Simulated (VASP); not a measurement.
# LaMnAs3 (Pm-3m) in VASP: further runs

Aim: see how the results for LaMnAs3 move with the level of theory and the settings. Levels: PBE, PBE+D3(BJ), LDA, PBE+U. Tasks: single point.

Program: VASP 6.6.1. These are calculated values, not measurements. Logs are shortened: lines on timing, memory, paths and dates and some standing lists are left out, and cuts for length are marked.

### 1 Starting point

The structure is cubic, space group Pm-3m (No. 221). Conventional cell: a = 4.574 Å, b = 4.574 Å, c = 4.574 Å, α = 90.00°, β = 90.00°, γ = 90.00°. Around La (site symmetry m-3m) lie 12 As at 3.23 Å. Around As (site symmetry 4/mmm) lie 2 Mn at 2.29 Å. Around Mn (site symmetry m-3m) lie 6 As at 2.29 Å.

The cell was built by a generator and needn't be a form met in nature.

### 2 Single point, PBE

File INCAR:

```
SYSTEM = LaMnAs3
PREC     = Accurate       ! precision mode
ENCUT    = 520            ! plane-wave cutoff, eV
EDIFF    = 1E-6           ! SCF threshold, eV
ISMEAR   = -1             ! smearing method
SIGMA    = 0.1            ! smearing width, eV
LREAL    = .False.        ! projectors in reciprocal space
LASPH    = .True.         ! aspherical terms in the spheres
NELM     = 60             ! most SCF steps
ALGO     = Normal         ! electronic algorithm
ISIF     = 2              ! what is computed and relaxed
LWAVE    = .False.        ! write WAVECAR
LCHARG   = .True.         ! write CHGCAR
GGA      = PE             ! functional
LELF     = .True.         ! ELF
LVHAR    = .True.       
NBANDS   = 28             ! bands
```

File KPOINTS:

```
Automatic mesh
0
Gamma
  4 4 4
  0 0 0
```

File POSCAR:

```
LaMnAs3
1.0
    4.5739020000      0.0000000000      0.0000000000
    0.0000000000      4.5739020000      0.0000000000
    0.0000000000      0.0000000000      4.5739020000
La As Mn
1 3 1
Direct
    0.0000000000      0.0000000000      0.0000000000
    0.5000000000      0.5000000000      0.0000000000
    0.0000000000      0.5000000000      0.5000000000
    0.5000000000      0.0000000000      0.5000000000
    0.5000000000      0.5000000000      0.5000000000
```

Potentials or basis: VASP PAW PBE potentials, release 64 (La, As, Mn_pv).

On the command line:

```console
$ cat potpaw_PBE.64/La/POTCAR potpaw_PBE.64/As/POTCAR potpaw_PBE.64/Mn_pv/POTCAR > POTCAR
$ mpirun -np 1 vasp_std > vasp.out
```

OUTCAR:

```text
SYSTEM = LaMnAs3
   PREC = Accurate
   ENCUT = 520
   EDIFF = 1E-6
   ISMEAR = -1
   LREAL = .False.
   LASPH = .True.
   NELM = 60
   ISIF = 2
   GGA = PE

 ion  position               nearest neighbor table
   1  0.000  0.000  0.000-   2 3.23   3 3.23   4 3.23   3 3.23   4 3.23   2 3.23   3 3.23   3 3.23
                             2 3.23   4 3.23   4 3.23   2 3.23
   2  0.500  0.500  0.000-   5 2.29   5 2.29   1 3.23   1 3.23   1 3.23   1 3.23
   3  0.000  0.500  0.500-   5 2.29   5 2.29   1 3.23   1 3.23   1 3.23   1 3.23
   4  0.500  0.000  0.500-   5 2.29   5 2.29   1 3.23   1 3.23   1 3.23   1 3.23
   5  0.500  0.500  0.500-   2 2.29   3 2.29   4 2.29   2 2.29   4 2.29   3 2.29

  LATTYP: Found a simple cubic cell.
 ALAT       =     4.5739020000

  Lattice vectors:

 A1 = (   4.5739020000,   0.0000000000,   0.0000000000)
 A2 = (   0.0000000000,   4.5739020000,   0.0000000000)
 A3 = (   0.0000000000,   0.0000000000,   4.5739020000)

Analysis of symmetry for initial positions (statically):
=====================================================================
 Subroutine PRICEL returns:
 Original cell was already a primitive cell.

 Routine SETGRP: Setting up the symmetry group for a
 simple cubic supercell.

 Subroutine GETGRP returns: Found 48 space group operations
 (whereof 48 operations were pure point group operations)
 out of a pool of 48 trial point group operations.

The static configuration has the point symmetry O_h .

Analysis of symmetry for dynamics (positions and initial velocities):
=====================================================================
 Subroutine PRICEL returns:
 Original cell was already a primitive cell.

 Routine SETGRP: Setting up the symmetry group for a
 simple cubic supercell.

 Subroutine GETGRP returns: Found 48 space group operations
 (whereof 48 operations were pure point group operations)
 out of a pool of 48 trial point group operations.

The dynamic configuration has the point symmetry O_h .

 Subroutine INISYM returns: Found 48 space group operations
 (whereof 48 operations are pure point group operations),
 and found     1 'primitive' translations

----------------------------------------------------------------------------------------

                                     Primitive cell

  volume of cell :      95.6887

  direct lattice vectors                    reciprocal lattice vectors
     4.573902000  0.000000000  0.000000000     0.218631707  0.000000000  0.000000000
     0.000000000  4.573902000  0.000000000     0.000000000  0.218631707  0.000000000
     0.000000000  0.000000000  4.573902000     0.000000000  0.000000000  0.218631707

  length of vectors
     4.573902000  4.573902000  4.573902000     0.218631707  0.218631707  0.218631707

  position of ions in fractional coordinates (direct lattice)
     0.000000000  0.000000000  0.000000000
     0.500000000  0.500000000  0.000000000
     0.000000000  0.500000000  0.500000000
     0.500000000  0.000000000  0.500000000
     0.500000000  0.500000000  0.500000000

  ion indices of the primitive-cell ions
   primitive index   ion index
                 1           1
                 2           2
                 3           3
                 4           4
                 5           5

----------------------------------------------------------------------------------------

 KPOINTS: Automatic mesh

Automatic generation of k-mesh.
 Grid dimensions read from file:
 generate k-points for:    4    4    4

 Generating k-lattice:

  Cartesian coordinates                     Fractional coordinates (reciprocal lattice)
     0.054657927  0.000000000  0.000000000     0.250000000  0.000000000  0.000000000
     0.000000000  0.054657927  0.000000000     0.000000000  0.250000000  0.000000000
     0.000000000  0.000000000  0.054657927     0.000000000  0.000000000  0.250000000

  Length of vectors
     0.054657927  0.054657927  0.054657927

  Shift w.r.t. Gamma in fractional coordinates (k-lattice)
     0.000000000  0.000000000  0.000000000

 Subroutine IBZKPT returns following result:
 ===========================================

 Found     10 irreducible k-points:

 Following reciprocal coordinates:
            Coordinates               Weight
  0.000000  0.000000  0.000000      1.000000
  0.250000  0.000000  0.000000      6.000000
  0.500000  0.000000  0.000000      3.000000
  0.250000  0.250000  0.000000     12.000000
  0.500000  0.250000  0.000000     12.000000
  0.500000  0.500000  0.000000      3.000000
  0.250000  0.250000  0.250000      8.000000
  0.500000  0.250000  0.250000     12.000000
  0.500000  0.500000  0.250000      6.000000
  0.500000  0.500000  0.500000      1.000000
   k-points           NKPTS =     10   k-points in BZ     NKDIM =     10   number of bands    NBANDS=     28
   number of dos      NEDOS =    301   number of ions     NIONS =      5
   total plane-waves  NPLWV =  46656
   dimension x,y,z NGX =    36 NGY =   36 NGZ =   36
   dimension x,y,z NGXF=    72 NGYF=   72 NGZF=   72
   ions per type =               1   3   1
   NGX,Y,Z   is equivalent  to a cutoff of  13.08, 13.08, 13.08 a.u.
   NGXF,Y,Z  is equivalent  to a cutoff of  26.17, 26.17, 26.17 a.u.
 SYSTEM =  LaMnAs3
   PREC   = accura    normal or accurate (medium, high low for compatibility)
   ISTART =      0    job   : 0-new  1-cont  2-samecut
   ICHARG =      2    charge: 1-file 2-atom 10-const
   ISPIN  =      1    spin polarized calculation?
   LNONCOLLINEAR =      F non collinear calculations
   LSORBIT =      F    spin-orbit coupling
   LASPH  =      T    aspherical Exc in radial PAW
   ENCUT  =  520.0 eV  38.22 Ry    6.18 a.u.   8.50  8.50  8.50*2*pi/ulx,y,z
   NELM   =     60;   NELMIN=  2; NELMDL= -5     # of ELM steps
   EDIFF  = 0.1E-05   stopping-criterion for ELM
   LREAL  =      F    real-space projection
   EDIFFG = 0.1E-04   stopping-criterion for IOM
   NSW    =      0    number of steps for IOM
   IBRION =     -1    ionic relax: 0-MD 1-quasi-New 2-CG
   NFREE  =      0    steps in history (QN), initial steepest desc. (CG)
   ISIF   =      2    stress and relaxation
   ISYM   =      2    0-nonsym 1-usesym 2-fastsym
   POTIM  = 0.5000    time-step for ionic-motion
   TEBEG  =    0.0;   TEEND  =   0.0 temperature during run
   PSTRESS=    0.0 pullay stress
   NELECT =      39.0000    total number of electrons
   NUPDOWN=      -1.0000    fix difference up-down
   EMIN   =  10.00;   EMAX   =-10.00  energy-range for DOS
   EFERMI =   0.00;   METHOD = LEGACY
   ISMEAR =    -1;   SIGMA  =   0.10  broadening in eV -4-tet -1-fermi 0-gaus
   EFERMI_NEDOS =   21; number of points for ismear=-14 and -15
   IALGO  =     38    algorithm
   IMIX   =      4    mixing-type and parameters
     AMIX     =   0.40;   BMIX     =  1.00
     AMIX_MAG =   1.60;   BMIX_MAG =  1.00
  volume/ion in A,a.u.               =      19.14       129.15
  Fermi-wavevector in a.u.,A,eV,Ry     =   1.213788  2.293727 20.045210  1.473281
  Thomas-Fermi vector in A             =   2.349229
   LORBIT       =      0    0 simple, 1 ext, 2 COOP (PROOUT), +10 PAW based schemes
   GGA     = PE    functional components
   LHFCALC =     F    Hartree Fock is set to
   AEXX    =    0.0000 exact exchange contribution
   IVDW    =     0    specifies the selected vdW correction
   LEPSILON=     F    determine dielectric tensor
   LRPA    =     F    only Hartree local field effects (RPA)
 non-spin polarized calculation
  energy-cutoff  :      520.00
  volume of cell :       95.69
 maximum number of plane-waves:      2612
 NGX is ok and might be reduce to    36
   NGX = 17   NGY = 17   NGZ = 17

 number of electron      39.0000021 magnetization

 Free energy of the ion-electron system (eV)
  ---------------------------------------------------
  ext. energy  EPLUGINS =         0.00000000
  ---------------------------------------------------
  free energy    TOTEN  =       -29.14713971 eV

  energy without entropy =      -28.90470555  energy(sigma->0) =      -29.02592263

 E-fermi :   8.3022     XC(G=0): -11.0251

 val. band max:        8.2946446862   @ k =   0.2500   0.0000   0.0000
 cond. band min:       8.3169627408   @ k =   0.2500   0.2500   0.0000
 fundamental gap:      0.0223180546
 Fermi energy:         8.3022392604

 k-point     1 :       0.0000    0.0000    0.0000
  band No.  band energies     occupation
      1     -39.7673      2.00000
      2     -39.7673      2.00000
      3     -39.7673      2.00000
      4     -24.3465      2.00000
      5      -8.1605      2.00000
      6      -8.1605      2.00000
[... 20 lines left out ...]
     27      10.3454      0.00000
     28      10.3467      0.00000

 k-point     2 :       0.2500    0.0000    0.0000
  band No.  band energies     occupation
      1     -39.7672      2.00000
      2     -39.7672      2.00000
      3     -39.7661      2.00000
      4     -24.3424      2.00000
      5      -8.3683      2.00000
      6      -8.1439      2.00000
[... 20 lines left out ...]
     27      10.6060      0.00000
     28      10.6079      0.00000

 k-point     3 :       0.5000    0.0000    0.0000
  band No.  band energies     occupation
      1     -39.7671      2.00000
      2     -39.7671      2.00000
      3     -39.7650      2.00000
      4     -24.3384      2.00000
      5      -8.5469      2.00000
      6      -8.1271      2.00000
[... 20 lines left out ...]
     27      10.6410      0.00000
     28      10.6415      0.00000

 k-point     4 :       0.2500    0.2500    0.0000
  band No.  band energies     occupation
      1     -39.7671      2.00000
      2     -39.7660      2.00000
      3     -39.7660      2.00000
      4     -24.3385      2.00000
      5      -8.3546      2.00000
      6      -8.2845      2.00000
[... 20 lines left out ...]
     27      10.6279      0.00000
     28      10.6486      0.00000

 k-point     5 :       0.5000    0.2500    0.0000
  band No.  band energies     occupation
      1     -39.7670      2.00000
      2     -39.7660      2.00000
      3     -39.7649      2.00000
      4     -24.3345      2.00000
      5      -8.4775      2.00000
      6      -8.2711      2.00000
[... 20 lines left out ...]
     27      10.6522      0.00000
     28      10.6794      0.00000

 k-point     6 :       0.5000    0.5000    0.0000
  band No.  band energies     occupation
      1     -39.7669      2.00000
      2     -39.7648      2.00000
      3     -39.7648      2.00000
      4     -24.3306      2.00000
      5      -8.4048      2.00000
      6      -8.4048      2.00000
[... 20 lines left out ...]
     27      10.6659      0.00000
     28      10.7353      0.00000

 k-point     7 :       0.2500    0.2500    0.2500
  band No.  band energies     occupation
      1     -39.7660      2.00000
      2     -39.7659      2.00000
      3     -39.7659      2.00000
      4     -24.3346      2.00000
      5      -8.3332      2.00000
      6      -8.2510      2.00000
[... 20 lines left out ...]
     27      10.7161      0.00000
     28      10.7161      0.00000

 k-point     8 :       0.5000    0.2500    0.2500
  band No.  band energies     occupation
      1     -39.7659      2.00000
      2     -39.7659      2.00000
      3     -39.7648      2.00000
      4     -24.3307      2.00000
      5      -8.4179      2.00000
      6      -8.2573      2.00000
[... 20 lines left out ...]
     27      10.6561      0.00000
     28      10.7751      0.00000

 k-point     9 :       0.5000    0.5000    0.2500
  band No.  band energies     occupation
      1     -39.7658      2.00000
      2     -39.7647      2.00000
      3     -39.7647      2.00000
      4     -24.3269      2.00000
      5      -8.3559      2.00000
      6      -8.3559      2.00000
[... 20 lines left out ...]
     27      10.8317      0.00000
     28      10.8957      0.00000

 k-point    10 :       0.5000    0.5000    0.5000
  band No.  band energies     occupation
      1     -39.7646      2.00000
      2     -39.7646      2.00000
      3     -39.7646      2.00000
      4     -24.3231      2.00000
      5      -8.3050      2.00000
      6      -8.3050      2.00000
[... 20 lines left out ...]
     27      11.1392      0.00000
     28      11.5179      0.00000

------------------------ aborting loop because EDIFF is reached ----------------------------------------

  FORCE on cell =-STRESS in cart. coord.  units (eV):
  Direction    XX          YY          ZZ          XY          YZ          ZX
  --------------------------------------------------------------------------------------
  -------------------------------------------------------------------------------------
  Total        6.2838029      6.2838029      6.2838029     -0.0000000      0.0000000      0.0000000
  in kB      105.2137677    105.2137677    105.2137677     -0.0000000      0.0000000      0.0000000
  external PRESSURE =     105.2137677 kB  Pullay stress =       0.0000000 kB

 VOLUME and BASIS-vectors are now :
 -----------------------------------------------------------------------------
  energy-cutoff  :      520.00
  volume of cell :       95.69
      direct lattice vectors                 reciprocal lattice vectors
     4.573902000  0.000000000  0.000000000     0.218631707  0.000000000  0.000000000
     0.000000000  4.573902000  0.000000000     0.000000000  0.218631707  0.000000000
     0.000000000  0.000000000  4.573902000     0.000000000  0.000000000  0.218631707

 POSITION                                       TOTAL-FORCE (eV/Angst)
 -----------------------------------------------------------------------------------
      0.00000      0.00000      0.00000         0.000000      0.000000      0.000000
      2.28695      2.28695      0.00000         0.000000      0.000000      0.000000
      0.00000      2.28695      2.28695         0.000000      0.000000      0.000000
      2.28695      0.00000      2.28695         0.000000      0.000000      0.000000
      2.28695      2.28695      2.28695         0.000000      0.000000      0.000000
 -----------------------------------------------------------------------------------
    total drift:                                0.000000      0.000000      0.000000

  FREE ENERGIE OF THE ION-ELECTRON SYSTEM (eV)
  ---------------------------------------------------
  free  energy   TOTEN  =       -29.1471397113 eV

  energy  without entropy=      -28.9047055541  energy(sigma->0) =      -29.02592263
```

It took 35 s on 1 thread of Intel Xeon Platinum 8488C (Sapphire Rapids), shared host; peak memory 0.21 GiB.

Results:

- Free energy: -29.1471 eV
- Pressure: 10.5 GPa
- Band gap on the k mesh: none (metal or under the smearing width)

Levels at points of the mesh, in eV from the Fermi level:
| k point | band 17 | band 18 | band 19 | band 20 | band 21 | band 22 |
| --- | --- | --- | --- | --- | --- | --- |
| (0.00, 0.00, 0.00) | -0.81 | -0.81 | -0.81 | -0.50 | -0.50 | 1.64 |
| (0.50, 0.00, 0.00) | -2.08 | -1.57 | 0.05 | 0.31 | 0.31 | 0.77 |
| (0.50, 0.50, 0.00) | -1.41 | -1.41 | -0.22 | 0.25 | 0.25 | 0.70 |
| (0.50, 0.50, 0.50) | 0.33 | 0.33 | 0.33 | 1.39 | 1.39 | 1.39 |

The run has no spin-orbit coupling, so splittings on La are missing. Spin polarisation is off, so any magnetic state and its effect on volume and gap are missing.

### 3 Single point, PBE+D3(BJ)

File INCAR:

```
SYSTEM = LaMnAs3
PREC = Accurate
ENCUT = 520
EDIFF = 1E-6
ISMEAR = -1
SIGMA = 0.1
LREAL = .FALSE.
LASPH = .TRUE.
NELM = 60
ALGO = Normal
ISIF = 2
LWAVE = .FALSE.
LCHARG = .FALSE.
GGA = PE
IVDW = 12
NBANDS = 28
```

File KPOINTS:

```
regular mesh
0
G
  4 4 4
  0 0 0
```

POSCAR is that of step 2.

Potentials or basis: VASP PAW PBE potentials, release 64 (La, As, Mn_pv).

On the command line:

```console
$ cat potpaw_PBE.64/La/POTCAR potpaw_PBE.64/As/POTCAR potpaw_PBE.64/Mn_pv/POTCAR > POTCAR
$ mpirun -np 1 vasp_std > vasp.out
```

Wall time 38 s (1 thread of Intel Xeon Platinum 8488C (Sapphire Rapids), shared host); peak memory 0.22 GiB.

The run converged. Its results:

* Free energy: -31.4762 eV
* Pressure: 6.6 GPa
* Band gap on the k mesh: none (metal or under the smearing width)
* Dispersion energy per atom: -0.466 eV

Levels at points of the mesh, in eV from the Fermi level:
| k point | band 15 | band 16 | band 17 | band 18 | band 19 | band 20 | band 21 | band 22 | band 23 | band 24 |
| --- | --- | --- | --- | --- | --- | --- | --- | --- | --- | --- |
| (0.00, 0.00, 0.00) | -1.69 | -1.69 | -0.81 | -0.81 | -0.81 | -0.50 | -0.50 | 1.64 | 1.64 | 1.78 |
| (0.50, 0.00, 0.00) | -3.15 | -3.06 | -2.08 | -1.57 | 0.05 | 0.31 | 0.31 | 0.77 | 0.77 | 1.46 |
| (0.50, 0.50, 0.00) | -3.58 | -2.73 | -1.41 | -1.41 | -0.22 | 0.25 | 0.25 | 0.70 | 1.21 | 2.14 |
| (0.50, 0.50, 0.50) | -3.55 | -3.55 | 0.33 | 0.33 | 0.33 | 1.39 | 1.39 | 1.39 | 2.29 | 2.29 |

Caveat: pairwise dispersion overbinds metals, which lowers pressure and volume. Spin-orbit coupling is left out, which matters for the levels of La.

(Continued in part 2 of 2.)
